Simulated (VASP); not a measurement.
Input:

```
BaO
1.0
    3.91286     0.00000     0.00000
    0.00000     5.53362     0.00000
    0.00000     0.00000    26.72132
Ba O
6 6
Direct
  0.00000   0.00000   0.31696
  0.50000   0.50000   0.39018
  0.00000   0.00000   0.46339
  0.50000   0.50000   0.53661
  0.00000   0.00000   0.60982
  0.50000   0.50000   0.68304
  0.50000   0.00000   0.39018
  0.00000   0.50000   0.31696
  0.50000   0.00000   0.53661
  0.00000   0.50000   0.46339
  0.50000   0.00000   0.68304
  0.00000   0.50000   0.60982
```

These are PBEsol GGA, VASP's PBE PAW potentials (set 64) (plane waves; VASP) values and carry that method's errors. Settings: PREC = Normal, EDIFF = 1E-5, 450 eV cut-off, 5×4×1 Γ-centred mesh, Gaussian smearing of 0.050 eV, potentials Ba_sv O.

### Question
The ions are relaxed. Give the cell that the relaxation ends in.

### Answer

```
BaO
1.0
    3.91286     0.00000     0.00000
    0.00000     5.53362     0.00000
    0.00000     0.00000    26.72132
Ba O
6 6
Cartesian
  0.00000   0.00000   8.48041
  1.95643   2.76681  10.36292
  0.00000   0.00000  12.37809
  1.95643   2.76681  14.34323
  0.00000   0.00000  16.35840
  1.95643   2.76681  18.24091
  1.95643   0.00000  10.07683
  0.00000   2.76681   8.79182
  1.95643   0.00000  14.08012
  0.00000   2.76681  12.64120
  1.95643   0.00000  17.92951
  0.00000   2.76681  16.64449
```

### Question
How much energy does the relaxation gain?

### Answer
The energy (σ→0) changes by -74.2 meV/atom, in 13 ionic steps.

The cell is a thin slab with vacuum, built from BaO (rock salt): (110) face.
